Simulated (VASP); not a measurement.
Level of theory: PBE GGA, VASP's PBE PAW potentials (set 64) (plane waves; VASP 6.6.1).

VASP input:

INCAR:
```
SYSTEM = PbO
PREC = Accurate
ENCUT = 520
EDIFF = 1E-7
NELM = 100
ALGO = Normal
LREAL = .FALSE.
LASPH = .TRUE.
ISMEAR = 0
SIGMA = 0.05
GGA = PE
LMAXMIX = 4
LWAVE = .FALSE.
LCHARG = .FALSE.
ISIF = 4
IBRION = 2
NSW = 30
EDIFFG = -0.01
```

### KPOINTS
```
Automatic mesh
0
Gamma
6 6 4
0 0 0
```

**POSCAR**
```
PbO
1
    4.0968235904     0.0000000000     0.0000000000
    0.0000000000     4.0968235904     0.0000000000
    0.0000000000     0.0000000000     5.5060612947
Pb O
2 2
Direct
  0.5000000000   0.0000000000   0.7814729638
  1.0000000000   0.5000000000   0.2185270362
  0.5000000000   0.5000000000   0.0000000000
  0.0000000000   0.0000000000   0.0000000000
```

POTCAR, in this order: Pb_d O (PBE.64 set). Program: vasp_std.

The resulting files:

**OSZICAR**
```
       N       E                     dE             d eps       ncg     rms          rms(c)
DAV:   1     0.450575306887E+03    0.45058E+03   -0.19926E+04  1440   0.188E+03
DAV:   2     0.367803643761E+02   -0.41379E+03   -0.40651E+03  1520   0.482E+02
DAV:   3    -0.243676218433E+02   -0.61148E+02   -0.60112E+02  2000   0.193E+02
DAV:   4    -0.264545573214E+02   -0.20869E+01   -0.20860E+01  1544   0.413E+01
DAV:   5    -0.265271140666E+02   -0.72557E-01   -0.72550E-01  2088   0.740E+00    0.126E+01
DAV:   6    -0.217952773244E+02    0.47318E+01   -0.40992E+01  2352   0.452E+01    0.606E+00
DAV:   7    -0.215355682492E+02    0.25971E+00   -0.40603E+00  1896   0.149E+01    0.265E+00
DAV:   8    -0.215371460463E+02   -0.15778E-02   -0.10355E+00  1896   0.718E+00    0.145E+00
DAV:   9    -0.215000214907E+02    0.37125E-01   -0.20588E-01  2168   0.378E+00    0.358E-01
DAV:  10    -0.215028414153E+02   -0.28199E-02   -0.25289E-02  1544   0.951E-01    0.631E-02
DAV:  11    -0.215031796616E+02   -0.33825E-03   -0.30148E-03  2480   0.399E-01    0.119E-01
DAV:  12    -0.215029924721E+02    0.18719E-03   -0.76639E-04  2128   0.314E-01    0.382E-02
DAV:  13    -0.215029872817E+02    0.51904E-05   -0.12096E-04  1816   0.723E-02    0.584E-03
DAV:  14    -0.215029883533E+02   -0.10717E-05   -0.58754E-06  1808   0.254E-02    0.337E-03
DAV:  15    -0.215029878714E+02    0.48195E-06   -0.16026E-06  1816   0.183E-02    0.755E-04
DAV:  16    -0.215029880665E+02   -0.19506E-06   -0.27597E-07  1392   0.396E-03    0.742E-04
DAV:  17    -0.215029881191E+02   -0.52685E-07   -0.93953E-08   912   0.537E-03
   1 F= -.21502988E+02 E0= -.21502988E+02  d E =-.215030E+02
       N       E                     dE             d eps       ncg     rms          rms(c)
DAV:   1    -0.214976305981E+02    0.53575E-02   -0.48689E+00  1728   0.126E+01    0.259E-01
DAV:   2    -0.215132790950E+02   -0.15648E-01   -0.16454E-01  2104   0.406E+00    0.132E-01
DAV:   3    -0.215130049874E+02    0.27411E-03   -0.13401E-03  2032   0.463E-01    0.817E-02
DAV:   4    -0.215128663791E+02    0.13861E-03   -0.59245E-04  2064   0.438E-01    0.208E-02
DAV:   5    -0.215128707614E+02   -0.43823E-05   -0.13123E-04  2160   0.130E-01    0.100E-02
DAV:   6    -0.215128693265E+02    0.14349E-05   -0.17171E-05  1992   0.666E-02    0.491E-03
DAV:   7    -0.215128695755E+02   -0.24897E-06   -0.29945E-06  2320   0.169E-02    0.200E-03
DAV:   8    -0.215128699382E+02   -0.36266E-06   -0.39417E-07  1256   0.586E-03    0.397E-04
DAV:   9    -0.215128699917E+02   -0.53535E-07   -0.29013E-08   816   0.332E-03
   2 F= -.21512870E+02 E0= -.21512870E+02  d E =-.988187E-02
       N       E                     dE             d eps       ncg     rms          rms(c)
DAV:   1    -0.215095469164E+02    0.33230E-02   -0.17424E+00  1728   0.748E+00    0.151E-01
DAV:   2    -0.215146762921E+02   -0.51294E-02   -0.54251E-02  2104   0.244E+00    0.774E-02
DAV:   3    -0.215145791727E+02    0.97119E-04   -0.43043E-04  2056   0.268E-01    0.466E-02
DAV:   4    -0.215145367103E+02    0.42462E-04   -0.18266E-04  2080   0.239E-01    0.120E-02
DAV:   5    -0.215145378315E+02   -0.11212E-05   -0.41582E-05  2120   0.732E-02    0.570E-03
DAV:   6    -0.215145371346E+02    0.69681E-06   -0.59277E-06  1944   0.387E-02    0.278E-03
DAV:   7    -0.215145372624E+02   -0.12777E-06   -0.92543E-07  1768   0.105E-02    0.112E-03
DAV:   8    -0.215145374157E+02   -0.15332E-06   -0.20144E-07  1368   0.352E-03    0.265E-04
DAV:   9    -0.215145374480E+02   -0.32216E-07   -0.11126E-08   728   0.174E-03
   3 F= -.21514537E+02 E0= -.21514537E+02  d E =-.115493E-01
       N       E                     dE             d eps       ncg     rms          rms(c)
DAV:   1    -0.215207641337E+02   -0.62267E-02   -0.36530E-01  1520   0.514E+00    0.401E-01
DAV:   2    -0.215179012035E+02    0.28629E-02   -0.14029E-02  2208   0.144E+00    0.246E-01
DAV:   3    -0.215162516214E+02    0.16496E-02   -0.19034E-03  1904   0.618E-01    0.651E-02
DAV:   4    -0.215161638907E+02    0.87731E-04   -0.48376E-04  2216   0.224E-01    0.134E-02
DAV:   5    -0.215161651945E+02   -0.13038E-05   -0.56553E-05  1648   0.705E-02    0.479E-03
DAV:   6    -0.215161648902E+02    0.30432E-06   -0.34129E-06  2168   0.264E-02    0.271E-03
DAV:   7    -0.215161651350E+02   -0.24476E-06   -0.69226E-07  1528   0.710E-03    0.997E-04
DAV:   8    -0.215161651286E+02    0.64138E-08   -0.84232E-08  1120   0.265E-03
   4 F= -.21516165E+02 E0= -.21516165E+02  d E =-.162768E-02
       N       E                     dE             d eps       ncg     rms          rms(c)
DAV:   1    -0.215251669001E+02   -0.90018E-02   -0.60639E-01  1528   0.662E+00    0.517E-01
DAV:   2    -0.215203604400E+02    0.48065E-02   -0.22698E-02  2160   0.181E+00    0.316E-01
DAV:   3    -0.215176225783E+02    0.27379E-02   -0.31736E-03  1872   0.789E-01    0.822E-02
DAV:   4    -0.215174849808E+02    0.13760E-03   -0.77594E-04  2248   0.285E-01    0.173E-02
DAV:   5    -0.215174873290E+02   -0.23482E-05   -0.90072E-05  1600   0.884E-02    0.607E-03
DAV:   6    -0.215174866149E+02    0.71416E-06   -0.62814E-06  2240   0.354E-02    0.355E-03
DAV:   7    -0.215174870052E+02   -0.39038E-06   -0.11497E-06  1472   0.950E-03    0.131E-03
DAV:   8    -0.215174870035E+02    0.17617E-08   -0.14945E-07  1248   0.345E-03
   5 F= -.21517487E+02 E0= -.21517487E+02  d E =-.294956E-02
       N       E                     dE             d eps       ncg     rms          rms(c)
DAV:   1    -0.215480197321E+02   -0.30533E-01   -0.24079E+00  1528   0.132E+01    0.103E+00
DAV:   2    -0.215288139844E+02    0.19206E-01   -0.88600E-02  2016   0.345E+00    0.627E-01
DAV:   3    -0.215179433312E+02    0.10871E-01   -0.12925E-02  1864   0.150E+00    0.157E-01
DAV:   4    -0.215174335732E+02    0.50976E-03   -0.26558E-03  2248   0.544E-01    0.341E-02
DAV:   5    -0.215174447974E+02   -0.11224E-04   -0.33064E-04  1616   0.174E-01    0.117E-02
DAV:   6    -0.215174409527E+02    0.38447E-05   -0.28702E-05  2128   0.720E-02    0.697E-03
DAV:   7    -0.215174423844E+02   -0.14317E-05   -0.53210E-06  1776   0.196E-02    0.295E-03
DAV:   8    -0.215174423905E+02   -0.61282E-08   -0.69520E-07  1480   0.789E-03
   6 F= -.21517442E+02 E0= -.21517442E+02  d E =-.290494E-02
       N       E                     dE             d eps       ncg     rms          rms(c)
DAV:   1    -0.215248317962E+02   -0.73894E-02   -0.55794E-01  1512   0.639E+00    0.495E-01
DAV:   2    -0.215205220196E+02    0.43098E-02   -0.21421E-02  2232   0.179E+00    0.305E-01
DAV:   3    -0.215179775007E+02    0.25445E-02   -0.30100E-03  1952   0.781E-01    0.792E-02
DAV:   4    -0.215178572243E+02    0.12028E-03   -0.80840E-04  2200   0.291E-01    0.167E-02
DAV:   5    -0.215178596059E+02   -0.23816E-05   -0.89499E-05  1520   0.875E-02    0.603E-03
DAV:   6    -0.215178586506E+02    0.95528E-06   -0.53883E-06  2192   0.322E-02    0.325E-03
DAV:   7    -0.215178588936E+02   -0.24299E-06   -0.11046E-06  1560   0.910E-03    0.130E-03
DAV:   8    -0.215178589218E+02   -0.28144E-07   -0.15023E-07  1136   0.319E-03
   7 F= -.21517859E+02 E0= -.21517859E+02  d E =-.332147E-02
```

File OUTCAR:
```
------------------------ aborting loop because EDIFF is reached ----------------------------------------
  FORCE on cell =-STRESS in cart. coord.  units (eV):
  Direction    XX          YY          ZZ          XY          YZ          ZX
  --------------------------------------------------------------------------------------
  Total       -0.0694155     -0.0694155     -0.0614168      0.0000000     -0.0000000      0.0000000
  in kB       -1.2034599     -1.2034599     -1.0647854      0.0000000     -0.0000000      0.0000000
  external PRESSURE =      -1.1572350 kB  Pullay stress =       0.0000000 kB
  volume of cell :       92.41
      direct lattice vectors                 reciprocal lattice vectors
     4.060020358  0.000000000  0.000000000     0.246304184  0.000000000  0.000000000
     0.000000000  4.060020358 -0.000000000     0.000000000  0.246304184  0.000000000
     0.000000000 -0.000000000  5.606336311     0.000000000  0.000000000  0.178369606
 POSITION                                       TOTAL-FORCE (eV/Angst)
 -----------------------------------------------------------------------------------
      2.03001      4.06002      4.41523         0.000000      0.000000     -0.002598
      0.00000      2.03001      1.19111        -0.000000     -0.000000      0.002598
      2.03001      2.03001      0.00000        -0.000000     -0.000000      0.000000
      0.00000     -0.00000      0.00000        -0.000000      0.000000      0.000000
 -----------------------------------------------------------------------------------
    total drift:                                0.000000      0.000000      0.000000
  FREE ENERGIE OF THE ION-ELECTRON SYSTEM (eV)
  ---------------------------------------------------
  free  energy   TOTEN  =       -21.5178589218 eV

  energy  without entropy=      -21.5178589218  energy(sigma->0) =      -21.51785892

 reached required accuracy - stopping structural energy minimisation
```
(Selected blocks of OUTCAR.)

### CONTCAR
```
PbO
   1.00000000000000
     4.0600203575694316    0.0000000000000000    0.0000000000000000
     0.0000000000000000    4.0600203575694316   -0.0000000000000000
     0.0000000000000000   -0.0000000000000000    5.6063363112292501
  Pb              O
     2     2
Direct
     0.5000000000000000    1.0000000000000000    0.7875428838992549
     0.0000000000000000    0.5000000000000000    0.2124571161007450
     0.5000000000000000    0.5000000000000000    0.0000000000000000
     0.0000000000000000    0.0000000000000000    0.0000000000000000
```

Without a dispersion term in the relaxation, distances and binding between the weakly bound layers, chains or molecules are unreliable, and so is what depends on them.

The compound is PbO in the litharge structure. This cell is one point of a volume scan, at 1.03 of the reference volume. Symmetry was kept, so distortions that lower it aren't found.
